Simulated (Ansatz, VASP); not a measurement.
**Ta7Mo3 in two plane-wave programs**

One calculation is typed for both programs; each brings its own data sets and cutoff. How far apart do they land? The structure shown is the end of the VASP relaxation below.

Calculated with Ansatz 0.2.0; plane waves, with VASP 6.6.1 beside it; single point at PBE.

**1. Starting point**

The cell holds 20 atoms: 6 Mo and 14 Ta. Its edges and angles: a = 6.620 Å, b = 5.733 Å, c = 23.362 Å, α = 90.0°, β = 90.0°, γ = 54.7°. It derives from Ta. As first built, before any earlier steps moved the atoms (in the runner's words): kind: overlayer; added: Mo; how: three quarters in the top layer, both faces;. Regions: layer 1, 4 atoms (1 Ta and 3 Mo); layer 2, 4 atoms (4 Ta); layer 3, 4 atoms (4 Ta); other layers, 8 atoms (5 Ta and 3 Mo). Vacuum lies along c.

**2. VASP: relaxation, PBE**

This run makes the geometry at which the two programs are then compared.

Lines of VASP's logs that name or quote its potential files are left out, and so is its time.

INCAR reads:

```
SYSTEM = Ta7Mo3
PREC = Normal
ENCUT = 330
EDIFF = 1E-05
NELM = 100
ISMEAR = 0
SIGMA = 0.1
LREAL = Auto
ALGO = Fast
GGA = PE
NBANDS = 147
LASPH = .TRUE.
LWAVE = .FALSE.
LCHARG = .FALSE.
KPAR = 2
NCORE = 4
IBRION = 2
NSW = 50
ISIF = 0
EDIFFG = -0.05
```

POSCAR reads:

```
Ta7Mo3
1.0
    6.6200000000      0.0000000000      0.0000000000
    3.3100000000      4.6810468915      0.0000000000
    0.0000000000      0.0000000000     23.3620937829
Mo Ta
6 14
Selective dynamics
Direct
    0.0000000000      0.0000000000      0.7003693220  T T T
    0.5000000000      0.0000000000      0.7003693220  T T T
    0.0000000000      0.5000000000      0.7003693220  T T T
    0.0000000000      0.0000000000      0.2996306780  T T T
    0.5000000000      0.0000000000      0.2996306780  T T T
    0.0000000000      0.5000000000      0.2996306780  T T T
    0.5000000000      0.5000000000      0.7003693220  T T T
    0.7500000000      0.5000000000      0.6001846610  T T T
    0.2500000000      0.5000000000      0.6001846610  T T T
    0.7500000000      0.0000000000      0.6001846610  T T T
    0.2500000000      0.0000000000      0.6001846610  T T T
    0.0000000000      0.0000000000      0.5000000000  F F F
    0.5000000000      0.0000000000      0.5000000000  F F F
    0.0000000000      0.5000000000      0.5000000000  F F F
    0.5000000000      0.5000000000      0.5000000000  F F F
    0.7500000000      0.5000000000      0.3998153390  T T T
    0.2500000000      0.5000000000      0.3998153390  T T T
    0.7500000000      0.0000000000      0.3998153390  T T T
    0.2500000000      0.0000000000      0.3998153390  T T T
    0.5000000000      0.5000000000      0.2996306780  T T T
```

KPOINTS reads:

```
Automatic mesh
0
Gamma
4 4 1
0 0 0
```

Potentials, in the order of the species: Mo_sv and Ta_pv (PBE family, release 64).

On the command line:

```console
$ mpirun -np 8 vasp_std
```

Numbers of over 12 decimals in the logs are rounded to 6 here.

What it wrote:

```text
[banner, memory and clock lines left out]
running    8 mpi-ranks, on    1 nodes
 distrk:  each k-point on    4 cores,    2 groups
 distr:  one band on    4 cores,    1 groups

 POSCAR found type information on POSCAR MoTa
 POSCAR found :  2 types and      20 ions
 LDA part: xc-table for (Slater+PW92), standard interpolation
 POSCAR, INCAR and KPOINTS ok, starting setup
 FFT: planning ... GRIDC
 FFT: planning ... GRID_SOFT
 FFT: planning ... GRID
 WAVECAR not read
 entering main loop
       N       E                     dE             d eps       ncg     rms          rms(c)
DAV:   1     0.188655610045E+04    0.18866E+04   -0.11764E+05  2730   0.109E+03
DAV:   2    -0.144107506847E+03   -0.20307E+04   -0.19743E+04  2327   0.377E+02
DAV:   3    -0.236521498966E+03   -0.92414E+02   -0.87583E+02  2732   0.694E+01
DAV:   4    -0.240427417262E+03   -0.39059E+01   -0.38311E+01  2724   0.115E+01
DAV:   5    -0.240588957377E+03   -0.16154E+00   -0.16037E+00  2836   0.191E+00    0.572E+01
RMM:   6    -0.314870191192E+03   -0.74281E+02   -0.28862E+02  2429   0.229E+01    0.405E+01
RMM:   7    -0.255127791240E+03    0.59742E+02   -0.12849E+02  2346   0.177E+01    0.323E+01
RMM:   8    -0.222172540679E+03    0.32955E+02   -0.16489E+01  2081   0.869E+00    0.107E+01
RMM:   9    -0.221537936604E+03    0.63460E+00   -0.40884E+00  2472   0.301E+00    0.844E+00
RMM:  10    -0.221665878504E+03   -0.12794E+00   -0.10309E+00  2659   0.153E+00    0.777E+00
RMM:  11    -0.221400657593E+03    0.26522E+00   -0.68585E-01  2508   0.141E+00    0.531E+00
RMM:  12    -0.221154491179E+03    0.24617E+00   -0.78987E-01  2614   0.139E+00    0.257E+00
RMM:  13    -0.221097227485E+03    0.57264E-01   -0.34156E-01  2498   0.105E+00    0.784E-01
RMM:  14    -0.221096836532E+03    0.39095E-03   -0.81203E-02  2309   0.492E-01    0.778E-01
[...]
RMM:  21    -0.221089750073E+03   -0.71124E-04   -0.10124E-04  1860   0.130E-02    0.118E-02
RMM:  22    -0.221089927563E+03   -0.17749E-03   -0.80757E-05  1825   0.116E-02    0.184E-02
RMM:  23    -0.221090027846E+03   -0.10028E-03   -0.37492E-05  1509   0.912E-03    0.430E-03
RMM:  24    -0.221090125090E+03   -0.97244E-04   -0.12716E-05  1227   0.463E-03    0.523E-03
RMM:  25    -0.221090218429E+03   -0.93339E-04   -0.82661E-06  1230   0.438E-03    0.475E-03
RMM:  26    -0.221090258185E+03   -0.39756E-04   -0.36833E-06   819   0.292E-03    0.193E-03
RMM:  27    -0.221090275250E+03   -0.17065E-04   -0.25914E-06   976   0.281E-03    0.951E-04
RMM:  28    -0.221090278111E+03   -0.28613E-05   -0.10726E-06   592   0.188E-03
   1 F= -.22109028E+03 E0= -.22101358E+03  d E =-.221090E+03
[... from here on, the cycles between the ionic steps are left out ...]
   2 F= -.22168267E+03 E0= -.22161468E+03  d E =-.592391E+00
   7 F= -.22206310E+03 E0= -.22200956E+03  d E =-.934147E-01
   8 F= -.22201931E+03 E0= -.22197290E+03  d E =-.496272E-01
   9 F= -.22207302E+03 E0= -.22202124E+03  d E =-.103340E+00
  10 F= -.22210098E+03 E0= -.22205082E+03  d E =-.279611E-01
  11 F= -.22210217E+03 E0= -.22205241E+03  d E =-.291464E-01
  12 F= -.22210599E+03 E0= -.22205815E+03  d E =-.382331E-02
  13 F= -.22210712E+03 E0= -.22205863E+03  d E =-.494651E-02
 curvature:  -0.94 expect dE=-0.932E-03 dE for cont linesearch -0.393E-06
 trial: gam= 0.15270 g(F)=  0.996E-03 g(S)=  0.000E+00 ort = 0.669E-04 (trialstep = 0.183E+01)
 search vector abs. value=  0.127E-02
 bond charge predicted
       N       E                     dE             d eps       ncg     rms          rms(c)
DAV:   1    -0.222103321188E+03    0.37969E-02   -0.98546E-01  2088   0.349E+00    0.182E-01
RMM:   2    -0.222107496905E+03   -0.41757E-02   -0.46942E-02  2155   0.738E-01    0.107E-01
RMM:   3    -0.222108436838E+03   -0.93993E-03   -0.65167E-03  2257   0.259E-01    0.135E-01
RMM:   4    -0.222108018196E+03    0.41864E-03   -0.19110E-03  2513   0.105E-01    0.641E-02
RMM:   5    -0.222108005233E+03    0.12963E-04   -0.37836E-04  2392   0.524E-02    0.422E-02
RMM:   6    -0.222108015693E+03   -0.10460E-04   -0.14686E-04  2170   0.301E-02    0.296E-02
RMM:   7    -0.222108018899E+03   -0.32059E-05   -0.62020E-05  1770   0.174E-02
  14 F= -.22210802E+03 E0= -.22206024E+03  d E =-.903006E-03
 trial-energy change:   -0.000903  1 .order   -0.000863   -0.001838    0.000111
 step:   1.7212(harm=  1.7212)  dis= 0.00541  next Energy=  -222.107982 (dE=-0.866E-03)
 reached required accuracy - stopping structural energy minimisation
```

OUTCAR, selected parts (step 2):

```text
ion  position               nearest neighbor table
   1  0.000  0.000  0.700-   3 2.87   3 2.87   7 2.87   7 2.87  11 2.87  10 2.87   2 3.31   2 3.31
                             8 3.31   9 3.31
   2  0.500  0.000  0.700-   7 2.87   3 2.87   7 2.87   3 2.87  11 2.87  10 2.87   1 3.31   1 3.31
                             9 3.31   8 3.31
   3  0.000  0.500  0.700-   1 2.87   1 2.87   2 2.87   2 2.87   9 2.87   8 2.87   7 3.31   7 3.31
                            10 3.31  11 3.31
   4  0.000  0.000  0.300-   6 2.87   6 2.87  20 2.87  20 2.87  19 2.87  18 2.87   5 3.31   5 3.31
                            17 3.31  16 3.31
   5  0.500  0.000  0.300-  20 2.87   6 2.87  20 2.87   6 2.87  18 2.87  19 2.87   4 3.31   4 3.31
                            16 3.31  17 3.31
   6  0.000  0.500  0.300-   4 2.87   4 2.87   5 2.87   5 2.87  17 2.87  16 2.87  20 3.31  20 3.31
                            18 3.31  19 3.31
   7  0.500  0.500  0.700-   2 2.87   1 2.87   2 2.87   1 2.87   9 2.87   8 2.87   3 3.31   3 3.31
                            11 3.31  10 3.31
   8  0.750  0.500  0.600-  10 2.87  10 2.87  11 2.87  11 2.87  15 2.87   7 2.87   3 2.87  14 2.87
                             9 3.31   9 3.31  13 3.31  12 3.31   1 3.31   2 3.31
   9  0.250  0.500  0.600-  11 2.87  10 2.87  11 2.87  10 2.87  15 2.87   7 2.87   3 2.87  14 2.87
                             8 3.31   8 3.31  12 3.31  13 3.31   2 3.31   1 3.31
  10  0.750  0.000  0.600-   8 2.87   8 2.87   9 2.87   9 2.87  13 2.87   2 2.87   1 2.87  12 2.87
                            11 3.31  11 3.31  15 3.31  14 3.31   3 3.31   7 3.31
  11  0.250  0.000  0.600-   9 2.87   8 2.87   9 2.87   8 2.87  13 2.87   2 2.87   1 2.87  12 2.87
                            10 3.31  10 3.31  14 3.31  15 3.31   7 3.31   3 3.31
  12  0.000  0.000  0.500-  14 2.87  14 2.87  15 2.87  15 2.87  19 2.87  11 2.87  10 2.87  18 2.87
                            13 3.31  13 3.31  16 3.31  17 3.31   9 3.31   8 3.31
  13  0.500  0.000  0.500-  15 2.87  14 2.87  15 2.87  14 2.87  19 2.87  11 2.87  10 2.87  18 2.87
                            12 3.31  12 3.31  17 3.31  16 3.31   8 3.31   9 3.31
  14  0.000  0.500  0.500-  12 2.87  12 2.87  13 2.87  13 2.87  17 2.87   9 2.87   8 2.87  16 2.87
                            15 3.31  15 3.31  18 3.31  19 3.31  11 3.31  10 3.31
  15  0.500  0.500  0.500-  13 2.87  12 2.87  13 2.87  12 2.87  17 2.87   9 2.87   8 2.87  16 2.87
                            14 3.31  14 3.31  19 3.31  18 3.31  10 3.31  11 3.31
  16  0.750  0.500  0.400-  18 2.87  18 2.87  19 2.87  19 2.87  20 2.87  14 2.87  15 2.87   6 2.87
                            17 3.31  17 3.31  13 3.31   5 3.31   4 3.31  12 3.31
  17  0.250  0.500  0.400-  19 2.87  18 2.87  19 2.87  18 2.87  20 2.87  14 2.87  15 2.87   6 2.87
                            16 3.31  16 3.31  12 3.31   4 3.31   5 3.31  13 3.31
  18  0.750  0.000  0.400-  16 2.87  16 2.87  17 2.87  17 2.87   4 2.87   5 2.87  12 2.87  13 2.87
                            19 3.31  19 3.31  15 3.31  20 3.31   6 3.31  14 3.31
  19  0.250  0.000  0.400-  17 2.87  16 2.87  17 2.87  16 2.87   4 2.87   5 2.87  12 2.87  13 2.87
                            18 3.31  18 3.31  14 3.31  20 3.31  15 3.31   6 3.31
  20  0.500  0.500  0.300-   5 2.87   4 2.87   5 2.87   4 2.87  17 2.87  16 2.87   6 3.31   6 3.31
                            19 3.31  18 3.31

  LATTYP: Found a base centered orthorhombic cell.
 ALAT       =     6.6200000000
 B/A-ratio  =     1.4142135624
 C/A-ratio  =     3.5290171877

 Subroutine GETGRP returns: Found  8 space group operations
 (whereof  4 operations were pure point group operations)

The static configuration has the point symmetry C_2h.
 The point group associated with its full space group is D_2h.

 Found      7 irreducible k-points:

   k-points           NKPTS =      7   k-points in BZ     NKDIM =      7   number of bands    NBANDS=    147

   dimension x,y,z NGX =    30 NGY =   28 NGZ =  108
   dimension x,y,z NGXF=    60 NGYF=   56 NGZF=  216

   ENCUT  =  330.0 eV  24.25 Ry    4.92 a.u.   9.81  8.49 34.60*2*pi/ulx,y,z

   NELECT =     238.0000    total number of electrons

 k-points in reciprocal lattice and weights: Automatic mesh
   0.00000000  0.00000000  0.00000000       0.062
   0.25000000  0.00000000  0.00000000       0.250
   0.50000000  0.00000000  0.00000000       0.125
   0.00000000  0.25000000  0.00000000       0.125
   0.50000000  0.25000000  0.00000000       0.125
  -0.25000000  0.25000000  0.00000000       0.250
   0.00000000  0.50000000  0.00000000       0.062

 average (electrostatic) potential at core
       1 -79.8792       2 -79.8792       3 -79.9836       4 -79.8792       5 -79.8792
       6 -79.9836       7 -41.4089       8 -40.6875       9 -40.6875      10 -40.7152
      11 -40.7152      12 -40.7451      13 -40.7451      14 -40.5992      15 -40.6967
      16 -40.6875      17 -40.6875      18 -40.7152      19 -40.7152      20 -41.4089

 E-fermi :   1.3079

 k-point     1 :       0.0000    0.0000    0.0000
  band No.  band energies     occupation
    ...
    108       0.7689      2.00000
    109       0.9814      2.00000
    110       1.0730      1.99911
    111       1.1549      1.96952
    112       1.1668      1.95403
    113       1.4794      0.01535
    114       1.5083      0.00461
    115       1.5221      0.00246
    116       1.6166      0.00001
    117       1.6235      0.00001
    ...

 k-point     2 :       0.2500    0.0000    0.0000
  band No.  band energies     occupation
    ...
    113       1.0062      1.99998
    114       1.0976      1.99707
    115       1.2588      1.51317
    116       1.3459      0.59100
    117       1.3538      0.51667
    118       1.4884      0.01069
    119       1.5102      0.00424
    120       1.5729      0.00018
    121       1.7251      0.00000
    122       1.8104      0.00000
    ...

 k-point     3 :       0.5000    0.0000    0.0000
  band No.  band energies     occupation
    ...
    120       1.0177      1.99996
    121       1.0746      1.99903
    122       1.0848      1.99840
    123       1.1419      1.98110
    124       1.2517      1.57336
    125       1.7162      0.00000
    126       1.9173      0.00000
    127       2.4585      0.00000
    128       2.4915      0.00000
    129       2.6060      0.00000
    ...

  energy-cutoff  :      330.00
  volume of cell :      723.96
      direct lattice vectors                 reciprocal lattice vectors
     6.620000000  0.000000000  0.000000000     0.151057402 -0.106813713  0.000000000
     3.310000000  4.681046892  0.000000000     0.000000000  0.213627426  0.000000000
     0.000000000  0.000000000 23.362093783     0.000000000  0.000000000  0.042804383

 POSITION                                       TOTAL-FORCE (eV/Angst)
 -----------------------------------------------------------------------------------
      9.93000      4.68105     16.14810        -0.000000      0.000000      0.006602
      6.62000      4.68105     16.14810        -0.000000      0.000000      0.006602
      8.27500      2.34052     16.13812         0.000000     -0.000000      0.005800
      9.93000      4.68105      7.21400        -0.000000     -0.000000     -0.006602
      6.62000      4.68105      7.21400        -0.000000      0.000000     -0.006602
      8.27500      2.34052      7.22397        -0.000000      0.000000     -0.005800
      4.96500      2.34052     16.24121         0.000000      0.000000      0.007581
      6.64255      2.34052     14.02511         0.009947     -0.000000     -0.008120
      3.28745      2.34052     14.02511        -0.009947     -0.000000     -0.008120
      4.96500      0.02126     14.05348         0.000000      0.008089     -0.009296
      4.96500      4.65979     14.05348        -0.000000     -0.008089     -0.009296
      0.00000      0.00000     11.68105         0.000000      0.000000      0.000000
      3.31000      0.00000     11.68105         0.000000      0.000000      0.000000
      1.65500      2.34052     11.68105         0.000000      0.000000      0.000000
      4.96500      2.34052     11.68105         0.000000      0.000000      0.000000
      6.64255      2.34052      9.33698         0.009947      0.000000      0.008120
      3.28745      2.34052      9.33698        -0.009947      0.000000      0.008120
      4.96500      0.02126      9.30862         0.000000      0.008089      0.009296
      4.96500      4.65979      9.30862        -0.000000     -0.008089      0.009296
      4.96500      2.34052      7.12088         0.000000     -0.000000     -0.007581
 -----------------------------------------------------------------------------------
    total drift:                                0.000000      0.000000      0.000000

  FREE ENERGIE OF THE ION-ELECTRON SYSTEM (eV)
  ---------------------------------------------------
  free  energy   TOTEN  =      -222.1080188990 eV

  energy  without entropy=     -222.0124702027  energy(sigma->0) =     -222.06024455

 reached required accuracy - stopping structural energy minimisation

[... 3 further parts left out ...]
```

CONTCAR:

```
Ta7Mo3
   1.00000000000000
     6.6200000000000001    0.0000000000000000    0.0000000000000000
     3.3100000000000001    4.6810468915000003    0.0000000000000000
     0.0000000000000000    0.0000000000000000   23.3620937829000006
  Mo              Ta
     6    14
Selective dynamics
Direct
     1.0000000000000000    1.0000000000000000    0.6912092599043506   T   T   T
     0.5000000000000000    1.0000000000000000    0.6912092599043506   T   T   T
     1.0000000000000000    0.5000000000000000    0.6907824721424991   T   T   T
     1.0000000000000000    1.0000000000000000    0.3087907400956493   T   T   T
     0.5000000000000000    1.0000000000000000    0.3087907400956493   T   T   T
     1.0000000000000000    0.5000000000000000    0.3092175278575008   T   T   T
     0.5000000000000000    0.5000000000000000    0.6951950746212949   T   T   T
     0.7534056543082286    0.5000000000000000    0.6003361627594141   T   T   T
     0.2465943456917713    0.5000000000000000    0.6003361627594141   T   T   T
     0.7477294634741062    0.0045410730517876    0.6015504413552890   T   T   T
     0.2522705365258938    0.9954589269482125    0.6015504413552890   T   T   T
     0.0000000000000000    0.0000000000000000    0.5000000000000000   F   F   F
     0.5000000000000000    0.0000000000000000    0.5000000000000000   F   F   F
     0.0000000000000000    0.5000000000000000    0.5000000000000000   F   F   F
     0.5000000000000000    0.5000000000000000    0.5000000000000000   F   F   F
     0.7534056543082286    0.5000000000000000    0.3996638372405859   T   T   T
     0.2465943456917713    0.5000000000000000    0.3996638372405859   T   T   T
     0.7477294634741062    0.0045410730517876    0.3984495586447112   T   T   T
     0.2522705365258938    0.9954589269482125    0.3984495586447112   T   T   T
     0.5000000000000000    0.5000000000000000    0.3048049253787053   T   T   T
```

[end of part 1 of 2]

[Lines on the potential files, build, host, timing and source positions are cut from VASP's logs without a mark.]

[Logs are printed without paths, hosts, clocks, repeated set-up lines and the standing remarks that a program may print on its own settings, such as how far it seeks lower states.]

[Hosts, paths, dates, database ids (printed as entryN), source tags and the programs' standing remarks are cut or masked in the printed files.]
